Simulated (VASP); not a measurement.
Method: PBE GGA with D3 dispersion (zero damping), VASP's PBE PAW potentials (set 64) (plane waves; VASP 6.6.1).

Input for VASP

POSCAR:
```
MoTe2
1.0
  1.7937992744  -3.1069510527   0.0000000000
  1.7937992744   3.1069510527   0.0000000000
  0.0000000000   0.0000000000  14.2996560923
Te Mo
4 2
Cartesian
  1.7937992744   1.0356524222  12.5731212240
  1.7937992744  -1.0356524222   5.4232931779
  1.7937992744  -1.0356524222   1.7265348683
  1.7937992744   1.0356524222   8.8763629144
  1.7937992744   1.0356524222   3.5749140231
  1.7937992744  -1.0356524222  10.7247420692
```

INCAR:
```
! general
SYSTEM  = MoTe2
PREC    = Accurate
ENCUT   = 520
LREAL   = F
LASPH   = T   ! aspherical one-centre terms

! electronic loop
EDIFF   = 1E-7   ! SCF stop (eV)
NELM    = 100   ! most electronic steps
ALGO    = Normal   ! blocked Davidson
LMAXMIX = 4   ! l cut-off of mixed one-centre charges

! smearing
ISMEAR  = 0   ! Gaussian
SIGMA   = 0.05

! functional
GGA     = PE
IVDW    = 11

! ions
IBRION  = 2   ! conjugate gradients
NSW     = 30
ISIF    = 4   ! ions and shape, fixed volume
EDIFFG  = -0.01   ! ionic stop

! output
LWAVE   = F
LCHARG  = F
```

**KPOINTS**
```
Automatic mesh
0
Gamma
7 7 2
0 0 0
```

POTCAR, in this order: Te Mo_sv (PBE.64 set). Program: vasp_std.

The resulting files:

OSZICAR:
```
       N       E                     dE             d eps       ncg     rms          rms(c)
DAV:   1     0.392555581541E+03    0.39256E+03   -0.27173E+04  1152   0.149E+03
DAV:   2    -0.130642684575E+02   -0.40562E+03   -0.39799E+03  1261   0.341E+02
DAV:   3    -0.366511089771E+02   -0.23587E+02   -0.23161E+02  1253   0.675E+01
DAV:   4    -0.373673151752E+02   -0.71621E+00   -0.71244E+00  1250   0.113E+01
DAV:   5    -0.373913053995E+02   -0.23990E-01   -0.23983E-01  1338   0.210E+00    0.192E+01
DAV:   6    -0.367099067999E+02    0.68140E+00   -0.13043E+01  1104   0.168E+01    0.920E+00
DAV:   7    -0.364199004493E+02    0.29001E+00   -0.12036E+01  1109   0.137E+01    0.633E+00
DAV:   8    -0.359853948737E+02    0.43451E+00   -0.17515E+00  1249   0.599E+00    0.305E+00
DAV:   9    -0.359751987538E+02    0.10196E-01   -0.37638E-01  1327   0.264E+00    0.117E+00
DAV:  10    -0.359686744688E+02    0.65243E-02   -0.51110E-02  1283   0.110E+00    0.334E-01
DAV:  11    -0.359690276815E+02   -0.35321E-03   -0.21076E-03  1189   0.258E-01    0.221E-01
DAV:  12    -0.359689471470E+02    0.80534E-04   -0.20847E-04  1170   0.822E-02    0.132E-01
DAV:  13    -0.359689301514E+02    0.16996E-04   -0.13761E-04  1318   0.552E-02    0.538E-02
DAV:  14    -0.359689312253E+02   -0.10739E-05   -0.33903E-06  1192   0.900E-03    0.374E-02
DAV:  15    -0.359689292445E+02    0.19807E-05   -0.58399E-06  1295   0.124E-02    0.777E-03
DAV:  16    -0.359689292008E+02    0.43770E-07   -0.38390E-07  1032   0.267E-03
   1 F= -.37837260E+02 E0= -.37837260E+02  d E =-.378373E+02
       N       E                     dE             d eps       ncg     rms          rms(c)
DAV:   1    -0.360441153636E+02   -0.75186E-01   -0.28577E+00  1028   0.937E+00    0.133E+00
DAV:   2    -0.360323731269E+02    0.11742E-01   -0.15947E-01  1179   0.174E+00    0.667E-01
DAV:   3    -0.360294627093E+02    0.29104E-02   -0.49036E-02  1253   0.105E+00    0.646E-01
DAV:   4    -0.360264192056E+02    0.30435E-02   -0.97782E-03  1237   0.433E-01    0.263E-01
DAV:   5    -0.360262108057E+02    0.20840E-03   -0.27174E-03  1322   0.221E-01    0.125E-01
DAV:   6    -0.360261993077E+02    0.11498E-04   -0.24482E-04  1236   0.709E-02    0.123E-01
DAV:   7    -0.360261984896E+02    0.81807E-06   -0.77975E-05  1260   0.402E-02    0.514E-02
DAV:   8    -0.360261988272E+02   -0.33762E-06   -0.77644E-06  1243   0.143E-02    0.278E-02
DAV:   9    -0.360261991158E+02   -0.28859E-06   -0.11661E-06  1170   0.463E-03    0.147E-02
DAV:  10    -0.360261992058E+02   -0.90033E-07   -0.59692E-08   692   0.125E-03
   2 F= -.37900520E+02 E0= -.37900520E+02  d E =-.632601E-01
       N       E                     dE             d eps       ncg     rms          rms(c)
DAV:   1    -0.360273752443E+02   -0.11761E-02   -0.10127E-01  1021   0.177E+00    0.251E-01
DAV:   2    -0.360269334379E+02    0.44181E-03   -0.60262E-03  1178   0.336E-01    0.136E-01
DAV:   3    -0.360268303421E+02    0.10310E-03   -0.19709E-03  1230   0.209E-01    0.129E-01
DAV:   4    -0.360267127741E+02    0.11757E-03   -0.37958E-04  1260   0.866E-02    0.521E-02
DAV:   5    -0.360267049150E+02    0.78590E-05   -0.11232E-04  1345   0.451E-02    0.230E-02
DAV:   6    -0.360267046657E+02    0.24932E-06   -0.10109E-05  1217   0.148E-02    0.237E-02
DAV:   7    -0.360267050960E+02   -0.43032E-06   -0.17802E-06  1147   0.613E-03    0.111E-02
DAV:   8    -0.360267053728E+02   -0.27673E-06   -0.26050E-07   858   0.277E-03    0.521E-03
DAV:   9    -0.360267054237E+02   -0.50924E-07   -0.55029E-08   559   0.113E-03
   3 F= -.37902209E+02 E0= -.37902209E+02  d E =-.649490E-01
       N       E                     dE             d eps       ncg     rms          rms(c)
DAV:   1    -0.361014896451E+02   -0.74784E-01   -0.32026E+00   992   0.112E+01    0.224E+00
DAV:   2    -0.360609362207E+02    0.40553E-01   -0.23086E-01  1149   0.235E+00    0.112E+00
DAV:   3    -0.360514257778E+02    0.95104E-02   -0.35468E-02  1213   0.947E-01    0.363E-01
DAV:   4    -0.360483323498E+02    0.30934E-02   -0.17630E-02  1227   0.593E-01    0.483E-01
DAV:   5    -0.360476333336E+02    0.69902E-03   -0.45378E-03  1261   0.286E-01    0.569E-02
DAV:   6    -0.360476374548E+02   -0.41212E-05   -0.30920E-04  1221   0.825E-02    0.570E-02
DAV:   7    -0.360476446982E+02   -0.72434E-05   -0.17654E-05  1174   0.202E-02    0.128E-02
DAV:   8    -0.360476447712E+02   -0.73032E-07   -0.35648E-06  1251   0.102E-02    0.455E-03
DAV:   9    -0.360476449603E+02   -0.18909E-06   -0.40281E-07  1050   0.305E-03    0.339E-03
DAV:  10    -0.360476451198E+02   -0.15950E-06   -0.84800E-08   687   0.147E-03    0.163E-03
DAV:  11    -0.360476451171E+02    0.27467E-08   -0.18313E-08   594   0.643E-04
   4 F= -.37925227E+02 E0= -.37925227E+02  d E =-.230179E-01
       N       E                     dE             d eps       ncg     rms          rms(c)
DAV:   1    -0.363051097493E+02   -0.25746E+00   -0.14244E+01   992   0.235E+01    0.497E+00
DAV:   2    -0.361251098421E+02    0.18000E+00   -0.10682E+00  1155   0.505E+00    0.244E+00
DAV:   3    -0.360807225594E+02    0.44387E-01   -0.16716E-01  1184   0.205E+00    0.790E-01
DAV:   4    -0.360662612688E+02    0.14461E-01   -0.77724E-02  1203   0.124E+00    0.105E+00
DAV:   5    -0.360629328010E+02    0.33285E-02   -0.19567E-02  1244   0.604E-01    0.135E-01
DAV:   6    -0.360629744867E+02   -0.41686E-04   -0.11950E-03  1183   0.163E-01    0.123E-01
DAV:   7    -0.360630105200E+02   -0.36033E-04   -0.77448E-05  1239   0.391E-02    0.265E-02
DAV:   8    -0.360630096910E+02    0.82903E-06   -0.51174E-05  1287   0.368E-02    0.809E-03
DAV:   9    -0.360630104439E+02   -0.75292E-06   -0.48946E-06  1289   0.106E-02    0.356E-03
DAV:  10    -0.360630112997E+02   -0.85579E-06   -0.61316E-07  1017   0.365E-03    0.203E-03
DAV:  11    -0.360630113604E+02   -0.60679E-07   -0.84693E-08   777   0.152E-03
   5 F= -.37944851E+02 E0= -.37944851E+02  d E =-.426419E-01
       N       E                     dE             d eps       ncg     rms          rms(c)
DAV:   1    -0.360641862029E+02   -0.11749E-02   -0.43416E-02  1028   0.130E+00    0.175E-01
DAV:   2    -0.360637443715E+02    0.44183E-03   -0.30636E-03  1211   0.247E-01    0.115E-01
DAV:   3    -0.360636254538E+02    0.11892E-03   -0.90483E-04  1220   0.143E-01    0.821E-02
DAV:   4    -0.360635631342E+02    0.62320E-04   -0.20637E-04  1150   0.679E-02    0.357E-02
DAV:   5    -0.360635588674E+02    0.42668E-05   -0.57140E-05  1269   0.304E-02    0.171E-02
DAV:   6    -0.360635578978E+02    0.96964E-06   -0.71210E-06  1192   0.127E-02    0.142E-02
DAV:   7    -0.360635575301E+02    0.36764E-06   -0.11650E-06  1086   0.443E-03    0.677E-03
DAV:   8    -0.360635573312E+02    0.19891E-06   -0.14989E-07   685   0.225E-03    0.413E-03
DAV:   9    -0.360635572696E+02    0.61631E-07   -0.63957E-08   573   0.112E-03
   6 F= -.37944969E+02 E0= -.37944969E+02  d E =-.118434E-03
       N       E                     dE             d eps       ncg     rms          rms(c)
DAV:   1    -0.360635975253E+02   -0.40194E-04   -0.76625E-03  1028   0.545E-01    0.741E-02
DAV:   2    -0.360635231813E+02    0.74344E-04   -0.53658E-04  1205   0.103E-01    0.487E-02
DAV:   3    -0.360635041939E+02    0.18987E-04   -0.16005E-04  1220   0.599E-02    0.342E-02
DAV:   4    -0.360634948922E+02    0.93017E-05   -0.36608E-05  1143   0.285E-02    0.149E-02
DAV:   5    -0.360634943832E+02    0.50902E-06   -0.98426E-06  1285   0.126E-02    0.723E-03
DAV:   6    -0.360634944570E+02   -0.73800E-07   -0.12403E-06  1128   0.530E-03    0.598E-03
DAV:   7    -0.360634945936E+02   -0.13655E-06   -0.19171E-07   706   0.192E-03    0.295E-03
DAV:   8    -0.360634946816E+02   -0.88074E-07   -0.35568E-08   566   0.964E-04
   7 F= -.37945086E+02 E0= -.37945086E+02  d E =-.234904E-03
```

**OUTCAR**
```
------------------------ aborting loop because EDIFF is reached ----------------------------------------
 Edisp (eV)   -1.88159
  FORCE on cell =-STRESS in cart. coord.  units (eV):
  Direction    XX          YY          ZZ          XY          YZ          ZX
  --------------------------------------------------------------------------------------
  Total      -1.28856    -1.28856    -1.28652     0.00000     0.00000    -0.00000
  in kB     -12.95244   -12.95243   -12.93192     0.00000     0.00000    -0.00000
  external pressure =      -12.95 kB  Pullay stress =        0.00 kB
  volume of cell :      159.39
      direct lattice vectors                 reciprocal lattice vectors
     1.771830535 -3.068900222  0.000000000     0.282194030 -0.162924815  0.000000000
     1.771830535  3.068900222  0.000000000     0.282194030  0.162924815 -0.000000000
     0.000000000  0.000000000 14.656453609    -0.000000000  0.000000000  0.068229329
 POSITION                                       TOTAL-FORCE (eV/Angst)
 -----------------------------------------------------------------------------------
      1.77183      1.02297     12.80239        -0.000000     -0.000000      0.001804
      1.77183     -1.02297      5.47416        -0.000000     -0.000000      0.001804
      1.77183     -1.02297      1.85407        -0.000000     -0.000000     -0.001804
      1.77183      1.02297      9.18229        -0.000000     -0.000000     -0.001804
      1.77183      1.02297      3.66411         0.000000     -0.000000      0.000000
      1.77183     -1.02297     10.99234         0.000000      0.000000      0.000000
 -----------------------------------------------------------------------------------
    total drift:                               -0.000000      0.001652     -0.000023
  FREE ENERGIE OF THE ION-ELECTRON SYSTEM (eV)
  ---------------------------------------------------
  free  energy   TOTEN  =       -37.9450858488 eV

  energy  without entropy=      -37.9450858488  energy(sigma->0) =      -37.94508585

 reached required accuracy - stopping structural energy minimisation
```
(Selected blocks of OUTCAR.)

**CONTCAR**
```
MoTe2
   1.00000000000000
     1.7718305351017598   -3.0689002216259982    0.0000000000000000
     1.7718305351017598    3.0689002216259982    0.0000000000000000
     0.0000000000000000    0.0000000000000000   14.6564536094873326
  Te              Mo
     4     2
Direct
     0.3333330000000032    0.6666669999999968    0.8734983760889865
     0.6666669999999968    0.3333330000000032    0.3734983760889866
     0.6666669999999968    0.3333330000000032    0.1265016239110134
     0.3333330000000032    0.6666669999999968    0.6265016239110135
     0.3333330000000032    0.6666669999999968    0.2500000000000000
     0.6666669999999968    0.3333330000000032    0.7500000000000000
```

The compound is MoTe2 in the 2H layered structure. This cell is one point of a volume scan, at 1.06 of the reference volume. Symmetry was kept, so distortions that lower it aren't found.
